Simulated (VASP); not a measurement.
Output of a VASP run:

File OSZICAR:
```
       N       E                     dE             d eps       ncg     rms          rms(c)
DAV:   1     0.407239427043E+00    0.40724E+00   -0.26325E+03   992   0.402E+02
DAV:   2    -0.177874529321E+01   -0.21860E+01   -0.20474E+01  1120   0.380E+01
DAV:   3    -0.180783431670E+01   -0.29089E-01   -0.29088E-01  1104   0.417E+00
DAV:   4    -0.180803975033E+01   -0.20543E-03   -0.20544E-03  1152   0.402E-01
DAV:   5    -0.180803994330E+01   -0.19297E-06   -0.19276E-06  1080   0.143E-02    0.606E+00
DAV:   6    -0.181897730770E+01   -0.10937E-01   -0.14687E-03  1176   0.365E-01    0.362E+00
DAV:   7    -0.182501830116E+01   -0.60410E-02   -0.35901E-03  1104   0.563E-01    0.554E-02
DAV:   8    -0.182506157281E+01   -0.43272E-04   -0.12316E-04  1264   0.885E-02    0.138E-02
DAV:   9    -0.182506788708E+01   -0.63143E-05   -0.59347E-06  1144   0.179E-02    0.524E-03
DAV:  10    -0.182506759559E+01    0.29149E-06   -0.17568E-06  1152   0.102E-02
   1 F= -.18250676E+01 E0= -.18248978E+01  d E =-.509472E-03
```

File OUTCAR:
```
------------------------ aborting loop because EDIFF is reached ----------------------------------------
  FORCE on cell =-STRESS in cart. coord.  units (eV):
  Direction    XX          YY          ZZ          XY          YZ          ZX
  --------------------------------------------------------------------------------------
  Total       -0.4719843     -0.4719843     -0.4719843      0.0000000      0.0000000      0.0000000
  in kB      -14.8344407    -14.8344407    -14.8344407      0.0000000      0.0000000      0.0000000
  external PRESSURE =     -14.8344407 kB  Pullay stress =       0.0000000 kB
  volume of cell :       50.98
      direct lattice vectors                 reciprocal lattice vectors
    -2.335800000  2.335800000  2.335800000     0.000000000  0.214059423  0.214059423
     2.335800000 -2.335800000  2.335800000     0.214059423  0.000000000  0.214059423
     2.335800000  2.335800000 -2.335800000     0.214059423  0.214059423  0.000000000
 POSITION                                       TOTAL-FORCE (eV/Angst)
 -----------------------------------------------------------------------------------
      0.00000      0.00000      0.00000        -0.000000     -0.000000     -0.000000
 -----------------------------------------------------------------------------------
    total drift:                                0.000000     -0.000000      0.000000
  FREE ENERGIE OF THE ION-ELECTRON SYSTEM (eV)
  ---------------------------------------------------
  free  energy   TOTEN  =        -1.8250675956 eV

  energy  without entropy=       -1.8245581236  energy(sigma->0) =       -1.82489777
```
(Selected blocks of OUTCAR.)

POSCAR:
```
Eu
1
   -2.3358000000     2.3358000000     2.3358000000
    2.3358000000    -2.3358000000     2.3358000000
    2.3358000000     2.3358000000    -2.3358000000
Eu
1
Direct
  0.0000000000   0.0000000000   0.0000000000
```

Question: Reconstruct the remaining input files.

Answer: This is not unique; one that fits is the input of the run itself, PBE GGA, plane waves, VASP's PBE PAW potentials (set 64).

KPOINTS:
```
Automatic mesh
0
Gamma
10 10 10
0 0 0
```

### INCAR
```
ENCUT  =  200
LREAL  =  .FALSE.   ! projection in real space or not
ISMEAR  =  1   ! Methfessel-Paxton
SIGMA  =  0.1   ! width (eV)
SYSTEM  =  Eu
LASPH  =  .TRUE.
ISIF  =  2   ! forces and stress, cell fixed
LMAXMIX  =  6
EDIFF  =  1E-6
LWAVE  =  .FALSE.
PREC  =  Accurate
GGA  =  PE   ! PBE
NELM  =  100
ALGO  =  Normal   ! blocked Davidson
LCHARG  =  .FALSE.
```

POTCAR, in this order: Eu_2 (PBE.64 set). Program: vasp_std.

The 4f electrons are frozen in the core of the lanthanide potential, so 4f levels, which can set the real gap, and their magnetism are missing. At this cut-off the stress carries a Pulay error, which pulls relaxed volumes low.

The compound is Eu in the bcc structure. The cell was not relaxed at this level. The run is one of a series of settings (ENCUT = 200 against the base run), some of them coarse on purpose.
